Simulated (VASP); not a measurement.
These are revTPSS meta-GGA, VASP's PBE PAW potentials (set 64) (plane waves; VASP) values and carry that method's errors.

The input files of a VASP run:

**INCAR**
```
! general
SYSTEM  = Ni3Al
PREC    = Accurate
ENCUT   = 520
LREAL   = .False.
LASPH   = .True.   ! aspherical one-centre terms

! electronic loop
EDIFF   = 1E-6
NELM    = 100
ALGO    = Normal   ! blocked Davidson
LMAXMIX = 4
LMIXTAU = .True.

! smearing
ISMEAR  = 1
SIGMA   = 0.1   ! width (eV)

! functional
METAGGA = RTPSS

! spin
ISPIN   = 2   ! spin-polarised
MAGMOM  = 0.0 3*0.5

! ions
IBRION  = 2   ! conjugate gradients
NSW     = 60   ! most ionic steps
ISIF    = 3   ! ions, shape and volume
EDIFFG  = -0.02

! output
LWAVE   = .False.
LCHARG  = .False.
LORBIT  = 10
```

POSCAR:
```
Ni3Al
1.0
  3.5202801057   0.0000000000   0.0000000000
  0.0000000000   3.5202801057   0.0000000000
  0.0000000000   0.0000000000   3.5202801057
Al Ni
1 3
Cart
  0.0000000000   0.0000000000   0.0000000000
  0.0000000000   1.7601400528   1.7601400528
  1.7601400528   0.0000000000   1.7601400528
  1.7601400528   1.7601400528   0.0000000000
```

### KPOINTS
```
Automatic mesh
0
Gamma
8 8 8
0 0 0
```

POTCAR, in this order: Al Ni (PBE.64 set). Program: vasp_std.

The resulting files:

File OSZICAR:
```
       N       E                     dE             d eps       ncg     rms          rms(c)
DAV:   1     0.317503139146E+03    0.31750E+03   -0.21522E+04  3177   0.334E+03
DAV:   2     0.559134304791E+02   -0.26159E+03   -0.25039E+03  3696   0.601E+02
DAV:   3     0.280331445876E+02   -0.27880E+02   -0.26466E+02  3561   0.239E+02
DAV:   4     0.266989687855E+02   -0.13342E+01   -0.13298E+01  4500   0.680E+01
DAV:   5     0.266231839063E+02   -0.75785E-01   -0.75760E-01  5176   0.142E+01    0.125E+01
DAV:   6    -0.157612221933E+02   -0.42384E+02   -0.94424E+01  2940   0.811E+01    0.168E+01
DAV:   7    -0.173224399184E+02   -0.15612E+01   -0.27657E+00  3886   0.190E+01    0.199E+01
DAV:   8    -0.130640411347E+02    0.42584E+01   -0.64593E+00  3466   0.383E+01    0.125E+01
DAV:   9    -0.122785244717E+02    0.78552E+00   -0.36255E+00  3711   0.277E+01    0.742E+00
DAV:  10    -0.121993461966E+02    0.79178E-01   -0.36263E-01  3984   0.692E+00    0.531E+00
DAV:  11    -0.122132313932E+02   -0.13885E-01   -0.16059E-01  3484   0.616E+00    0.330E+00
DAV:  12    -0.122029997968E+02    0.10232E-01   -0.43265E-02  3423   0.335E+00    0.127E+00
DAV:  13    -0.122042049227E+02   -0.12051E-02   -0.40247E-03  3592   0.933E-01    0.669E-01
DAV:  14    -0.122054246582E+02   -0.12197E-02   -0.16786E-03  3871   0.646E-01    0.292E-01
DAV:  15    -0.122055633237E+02   -0.13867E-03   -0.32539E-04  3486   0.241E-01    0.257E-01
DAV:  16    -0.122054247802E+02    0.13854E-03   -0.55592E-04  3651   0.339E-01    0.841E-02
DAV:  17    -0.122054412009E+02   -0.16421E-04   -0.58267E-05  3382   0.107E-01    0.321E-02
DAV:  18    -0.122054411936E+02    0.73469E-08   -0.11152E-05  3465   0.540E-02    0.161E-02
DAV:  19    -0.122054407118E+02    0.48177E-06   -0.11615E-06  1721   0.183E-02
   1 F= -.12205441E+02 E0= -.12205720E+02  d E =-.122054E+02  mag=     0.8188
       N       E                     dE             d eps       ncg     rms          rms(c)
DAV:   1    -0.122432787192E+02   -0.37838E-01   -0.41152E-01  2970   0.104E+01    0.179E+00
DAV:   2    -0.122486371185E+02   -0.53584E-02   -0.54459E-01  3314   0.126E+01    0.175E+00
DAV:   3    -0.122064074375E+02    0.42230E-01   -0.17794E-01  3276   0.732E+00    0.292E-01
DAV:   4    -0.122057298076E+02    0.67763E-03   -0.26690E-03  3093   0.561E-01    0.147E-01
DAV:   5    -0.122056176154E+02    0.11219E-03   -0.18785E-04  3989   0.188E-01    0.398E-02
DAV:   6    -0.122056115812E+02    0.60342E-05   -0.27762E-05  3501   0.682E-02    0.174E-02
DAV:   7    -0.122056140097E+02   -0.24285E-05   -0.33755E-06  2722   0.174E-02    0.845E-03
DAV:   8    -0.122056161160E+02   -0.21063E-05   -0.10718E-06  1610   0.145E-02    0.324E-03
DAV:   9    -0.122056160808E+02    0.35235E-07   -0.13019E-07  1530   0.493E-03
   2 F= -.12205616E+02 E0= -.12205889E+02  d E =-.175369E-03  mag=     0.8182
       N       E                     dE             d eps       ncg     rms          rms(c)
DAV:   1    -0.122128823301E+02   -0.72662E-02   -0.74540E-02  2965   0.446E+00    0.777E-01
DAV:   2    -0.122140772618E+02   -0.11949E-02   -0.10078E-01  3334   0.539E+00    0.739E-01
DAV:   3    -0.122061300166E+02    0.79472E-02   -0.32901E-02  3285   0.315E+00    0.115E-01
DAV:   4    -0.122059496539E+02    0.18036E-03   -0.54766E-04  3127   0.245E-01    0.476E-02
DAV:   5    -0.122059594422E+02   -0.97883E-05   -0.17452E-05  3577   0.486E-02    0.202E-02
DAV:   6    -0.122059560545E+02    0.33877E-05   -0.77560E-06  3323   0.437E-02    0.615E-03
DAV:   7    -0.122059548453E+02    0.12092E-05   -0.68706E-07  1568   0.916E-03    0.349E-03
DAV:   8    -0.122059542739E+02    0.57135E-06   -0.50422E-07  1490   0.116E-02
   3 F= -.12205954E+02 E0= -.12206231E+02  d E =-.513562E-03  mag=     0.8185
```

File OUTCAR:
```
------------------------ aborting loop because EDIFF is reached ----------------------------------------
  FORCE on cell =-STRESS in cart. coord.  units (eV):
  Direction    XX          YY          ZZ          XY          YZ          ZX
  --------------------------------------------------------------------------------------
  Total        0.0130710      0.0130710      0.0130710      0.0000000      0.0000000      0.0000000
  in kB        0.4821993      0.4821993      0.4821993      0.0000000      0.0000000      0.0000000
  external PRESSURE =       0.4821993 kB  Pullay stress =       0.0000000 kB
  volume of cell :       43.43
      direct lattice vectors                 reciprocal lattice vectors
     3.515045055  0.000000000  0.000000000     0.284491375  0.000000000 -0.000000000
     0.000000000  3.515045055  0.000000000     0.000000000  0.284491375 -0.000000000
     0.000000000  0.000000000  3.515045055    -0.000000000 -0.000000000  0.284491375
 POSITION                                       TOTAL-FORCE (eV/Angst)
 -----------------------------------------------------------------------------------
      0.00000      0.00000      0.00000        -0.000000     -0.000000      0.000000
      0.00000      1.75752      1.75752         0.000000      0.000000      0.000000
      1.75752      0.00000      1.75752         0.000000      0.000000      0.000000
      1.75752      1.75752      0.00000         0.000000      0.000000      0.000000
 -----------------------------------------------------------------------------------
    total drift:                               -0.000000      0.000000      0.000000
  FREE ENERGIE OF THE ION-ELECTRON SYSTEM (eV)
  ---------------------------------------------------
  free  energy   TOTEN  =       -12.2059542739 eV

  energy  without entropy=      -12.2067853704  energy(sigma->0) =      -12.20623131

 total charge

# of ion       s       p       d       tot
------------------------------------------
    1        0.435   0.412   0.000   0.847
    2        0.502   0.558   8.376   9.436
    3        0.502   0.558   8.376   9.436
    4        0.502   0.558   8.376   9.436
--------------------------------------------------
tot          1.940   2.087  25.128  29.155

 magnetization (x)

# of ion       s       p       d       tot
------------------------------------------
    1       -0.001  -0.010   0.000  -0.011
    2       -0.005  -0.014   0.311   0.293
    3       -0.005  -0.014   0.311   0.293
    4       -0.005  -0.014   0.311   0.293
--------------------------------------------------
tot         -0.015  -0.051   0.934   0.868

 reached required accuracy - stopping structural energy minimisation
```
(Selected blocks of OUTCAR.)

CONTCAR:
```
Ni3Al
   1.00000000000000
     3.5150450548026937    0.0000000000000000    0.0000000000000000
     0.0000000000000000    3.5150450548026937    0.0000000000000000
     0.0000000000000000    0.0000000000000000    3.5150450548026937
  Al              Ni
     1     3
Direct
     0.0000000000000000    0.0000000000000000    0.0000000000000000
     0.0000000000000000    0.5000000000000000    0.5000000000000000
     0.5000000000000000    0.0000000000000000    0.5000000000000000
     0.5000000000000000    0.5000000000000000    0.0000000000000000
```

File OUTCAR:
```
 val. band max:        9.9578926573   @ k =   0.5000   0.3750   0.2500

 cond. band min:       9.9653905684   @ k =   0.5000   0.2500   0.1250


 Fermi energy:         9.9590935215

 spin component 1

 k-point     1 :       0.0000    0.0000    0.0000
  band No.  band energies     occupation
      1      -0.3044      1.00000
      2       5.3165      1.00000
      3       6.0255      1.00000
      4       6.0255      1.00000
      5       6.3913      1.00000
      6       6.3913      1.00000
      7       6.3913      1.00000
      8       8.4286      1.00000
      9       8.4286      1.00000
     10       8.4286      1.00000
     11       9.2853      1.00000
     12       9.2853      1.00000
     13       9.6137      1.00001
     14       9.7925      1.02007
     15       9.7925      1.02007
     16       9.7925      1.02007
     17      10.8143     -0.00000
     18      10.8143     -0.00000
     19      10.8143     -0.00000
     20      16.6341      0.00000
     21      16.6341      0.00000

 k-point     2 :       0.1250    0.0000    0.0000
  band No.  band energies     occupation
      1      -0.1083      1.00000
      2       5.3738      1.00000
      3       5.9169      1.00000
      4       6.1501      1.00000
      5       6.4266      1.00000
      6       6.4266      1.00000
      7       6.4374      1.00000
      8       8.3237      1.00000
      9       8.3237      1.00000
     10       8.3779      1.00000
     11       9.1680      1.00000
     12       9.2872      1.00000
     13       9.4132      1.00000
     14       9.4132      1.00000
     15       9.5409      1.00000
     16       9.7927      1.02016
     17      10.0917     -0.03410
     18      11.4393     -0.00000
     19      11.4393     -0.00000
     20      16.6100      0.00000
     21      17.1007      0.00000

 k-point     3 :       0.2500    0.0000    0.0000
  band No.  band energies     occupation
      1       0.4694      1.00000
...
```

The compound is Ni3Al in the L1_2 structure. This run relaxes it. Symmetry was kept, so distortions that lower it aren't found. The start is the result of an earlier pass.
